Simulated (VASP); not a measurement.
Level of theory: PBE GGA, VASP's PBE PAW potentials (set 64) (plane waves; VASP 6.6.1).

VASP input:

**POSCAR**
```
BaSnS3
4.9080730
  1.0000000000   0.0000000000   0.0000000000
  0.0000000000   1.0000000000   0.0000000000
  0.0000000000   0.0000000000   1.0000000000
Ba Sn S
1 1 3
Direct
  0.0000000000   0.0000000000   0.0000000000
  0.5000000000   0.5000000000   0.5000000000
  0.0000000000   0.5000000000   0.5000000000
  0.5000000000   0.5000000000   0.0000000000
  0.5000000000   0.0000000000   0.5000000000
```

KPOINTS:
```
Regular mesh
0
Gamma
5 5 5
```

### INCAR
```
SYSTEM = BaSnS3
PREC = Accurate; ENCUT = 300; LREAL = .FALSE.
LASPH = .TRUE.
EDIFF = 1E-6; NELM = 100; ALGO = Normal
LMAXMIX = 4
ISMEAR = -1; SIGMA = 0.1
GGA = PE
ISIF = 2
LWAVE = .FALSE.; LCHARG = .FALSE.
```

POTCAR, in this order: Ba_sv Sn_d S (PBE.64 set). Program: vasp_std.

What VASP printed:

OUTCAR:
```
 ion  position               nearest neighbor table
   1  0.000  0.000  0.000-   3 3.47   4 3.47   5 3.47   3 3.47   5 3.47   3 3.47   4 3.47   3 3.47
                             4 3.47   5 3.47   5 3.47   4 3.47   2 4.25   2 4.25   2 4.25   2 4.25
   2  0.500  0.500  0.500-   3 2.45   4 2.45   5 2.45   4 2.45   5 2.45   3 2.45   1 4.25   1 4.25
                             1 4.25   1 4.25   1 4.25   1 4.25   1 4.25   1 4.25
   3  0.000  0.500  0.500-   2 2.45   2 2.45   1 3.47   1 3.47   1 3.47   1 3.47
   4  0.500  0.500  0.000-   2 2.45   2 2.45   1 3.47   1 3.47   1 3.47   1 3.47
   5  0.500  0.000  0.500-   2 2.45   2 2.45   1 3.47   1 3.47   1 3.47   1 3.47
  LATTYP: Found a simple cubic cell.
 ALAT       =     4.9080730000
 Subroutine PRICEL returns:
 Original cell was already a primitive cell.
 Subroutine GETGRP returns: Found 48 space group operations
The static configuration has the point symmetry O_h .
The dynamic configuration has the point symmetry O_h .
 Subroutine INISYM returns: Found 48 space group operations
 Subroutine IBZKPT returns following result:
 Found     10 irreducible k-points:

 Following reciprocal coordinates:
            Coordinates               Weight
  0.000000  0.000000  0.000000      1.000000
  0.200000  0.000000  0.000000      6.000000
  0.400000  0.000000  0.000000      6.000000
  0.200000  0.200000  0.000000     12.000000
  0.400000  0.200000  0.000000     24.000000
  0.400000  0.400000  0.000000     12.000000
  0.200000  0.200000  0.200000      8.000000
  0.400000  0.200000  0.200000     24.000000
  0.400000  0.400000  0.200000     24.000000
  0.400000  0.400000  0.400000      8.000000
   k-points           NKPTS =     10   k-points in BZ     NKDIM =     10   number of bands    NBANDS=     25
   number of dos      NEDOS =    301   number of ions     NIONS =      5
   total plane-waves  NPLWV =  21952
   dimension x,y,z NGX =    28 NGY =   28 NGZ =   28
   dimension x,y,z NGXF=    56 NGYF=   56 NGZF=   56
   ions per type =               1   1   3
   PREC   = accura    normal or accurate (medium, high low for compatibility)
   ISTART =      0    job   : 0-new  1-cont  2-samecut
   ICHARG =      2    charge: 1-file 2-atom 10-const
   ISPIN  =      1    spin polarized calculation?
   LNONCOLLINEAR =      F non collinear calculations
   LSORBIT =      F    spin-orbit coupling
   INIWAV =      1    electr: 0-lowe 1-rand  2-diag
   ENCUT  =  300.0 eV  22.05 Ry    4.70 a.u.   6.93  6.93  6.93*2*pi/ulx,y,z
   NELM   =    100;   NELMIN=  2; NELMDL= -5     # of ELM steps
   EDIFF  = 0.1E-05   stopping-criterion for ELM
   LREAL  =      F    real-space projection
   NLSPLINE    = F    spline interpolate recip. space projectors
   LMAXMIX     =    4 max onsite mixed and CHGCAR
   VOSKOWN=      0    Vosko Wilk Nusair interpolation
   EDIFFG = 0.1E-04   stopping-criterion for IOM
   NSW    =      0    number of steps for IOM
   NBLOCK =      1;   KBLOCK =      1    inner block; outer block
   IBRION =     -1    ionic relax: 0-MD 1-quasi-New 2-CG
   NFREE  =      0    steps in history (QN), initial steepest desc. (CG)
   ISIF   =      2    stress and relaxation
   ISYM   =      2    0-nonsym 1-usesym 2-fastsym
   TEIN   =    0.0    initial temperature
   TEBEG  =    0.0;   TEEND  =   0.0 temperature during run
   SMASS  =  -3.00    Nose mass-parameter (am)
   PSTRESS=    0.0 pullay stress
   NELECT =      42.0000    total number of electrons
   EFERMI =   0.00;   METHOD = LEGACY
   ISMEAR =    -1;   SIGMA  =   0.10  broadening in eV -4-tet -1-fermi 0-gaus
   IALGO  =     38    algorithm
   LDIAG  =      T    sub-space diagonalisation (order eigenvalues)
   IMIX   =      4    mixing-type and parameters
     AMIX     =   0.40;   BMIX     =  1.00
     AMIX_MAG =   1.60;   BMIX_MAG =  1.00
     AMIN     =   0.10
   GGA     = PE    functional components
   VOSKOWN =     0    Vosko Wilk Nusair interpolation
   LHFCALC =     F    Hartree Fock is set to
   LHFONE  =     F    Hartree Fock one center treatment
...
```

OSZICAR:
```
       N       E                     dE             d eps       ncg     rms          rms(c)
DAV:   1     0.309483208208E+03    0.30948E+03   -0.14485E+04   500   0.127E+03
DAV:   2     0.131772771161E+02   -0.29631E+03   -0.29030E+03   567   0.324E+02
DAV:   3    -0.223285318737E+02   -0.35506E+02   -0.34941E+02   640   0.119E+02
DAV:   4    -0.234795816219E+02   -0.11510E+01   -0.11492E+01   645   0.236E+01
DAV:   5    -0.235154955334E+02   -0.35914E-01   -0.35903E-01   768   0.375E+00    0.107E+01
DAV:   6    -0.225242333694E+02    0.99126E+00   -0.26084E+00   655   0.151E+01    0.767E+00
DAV:   7    -0.225036082524E+02    0.20625E-01   -0.50344E-01   680   0.399E+00    0.349E+00
DAV:   8    -0.225060097818E+02   -0.24015E-02   -0.85382E-02   647   0.284E+00    0.451E-01
DAV:   9    -0.225045096538E+02    0.15001E-02   -0.12178E-02   696   0.124E+00    0.161E-01
DAV:  10    -0.225045489123E+02   -0.39258E-04   -0.86697E-04   678   0.189E-01    0.109E-01
DAV:  11    -0.225046082360E+02   -0.59324E-04   -0.89418E-05   656   0.578E-02    0.139E-02
DAV:  12    -0.225046097981E+02   -0.15621E-05   -0.24392E-05   655   0.278E-02    0.851E-03
DAV:  13    -0.225046106532E+02   -0.85511E-06   -0.76700E-06   599   0.277E-02
   1 F= -.22504611E+02 E0= -.22464934E+02  d E =-.793523E-01
```

File OUTCAR:
```
------------------------ aborting loop because EDIFF is reached ----------------------------------------
  FORCE on cell =-STRESS in cart. coord.  units (eV):
  Direction    XX          YY          ZZ          XY          YZ          ZX
  --------------------------------------------------------------------------------------
  Total        5.8908132      5.8908132      5.8908132      0.0000000      0.0000000      0.0000000
  in kB       79.8275486     79.8275486     79.8275486      0.0000000      0.0000000      0.0000000
  external PRESSURE =      79.8275486 kB  Pullay stress =       0.0000000 kB
  volume of cell :      118.23
      direct lattice vectors                 reciprocal lattice vectors
     4.908073000  0.000000000  0.000000000     0.203745951  0.000000000  0.000000000
     0.000000000  4.908073000  0.000000000     0.000000000  0.203745951  0.000000000
     0.000000000  0.000000000  4.908073000     0.000000000  0.000000000  0.203745951
 POSITION                                       TOTAL-FORCE (eV/Angst)
 -----------------------------------------------------------------------------------
      0.00000      0.00000      0.00000         0.000000      0.000000      0.000000
      2.45404      2.45404      2.45404         0.000000      0.000000      0.000000
      0.00000      2.45404      2.45404         0.000000      0.000000      0.000000
      2.45404      2.45404      0.00000         0.000000      0.000000      0.000000
      2.45404      0.00000      2.45404         0.000000      0.000000      0.000000
 -----------------------------------------------------------------------------------
    total drift:                                0.000000      0.000000      0.000000
  FREE ENERGIE OF THE ION-ELECTRON SYSTEM (eV)
  ---------------------------------------------------
  free  energy   TOTEN  =       -22.5046106532 eV

  energy  without entropy=      -22.4252583132  energy(sigma->0) =      -22.46493448
```
(Selected blocks of OUTCAR.)

At this cut-off the stress carries a Pulay error, which pulls relaxed volumes low.

The structure was generated: BaSnS3 was put into an ordered model structure (Pm-3m), which need not be its known phase. The cell was not relaxed at this level.
